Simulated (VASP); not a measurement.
Method: PBEsol GGA, VASP's PBE PAW potentials (set 64) (plane waves; VASP 6.6.1). For the first row: Settings: 400 eV cut-off, 7×11×11 Γ-centred mesh, tetrahedra with Blöchl corrections, potentials Mg Ti_sv.

```json
[
 {"system": "Mg$_{5}$Ti (space group Amm2)", "energy (eV/atom)": "-2.6987"},
 {"system": "Mg (hcp)", "energy (eV/atom)": "-1.7234"},
 {"system": "Ti (hcp)", "energy (eV/atom)": "-8.3325"}
]
```

The references are the elements' solids at the same level; no temperature or zero-point terms are added. The run has a spin-polarised start.

Task: What is the formation energy per atom of Mg$_{5}$Ti?

Result: The references average (5×(-1.7234) + 1×(-8.3325))/6 = -2.8249 eV, so the formation energy is -2.6987 − (-2.8249) = 0.126 eV/atom.
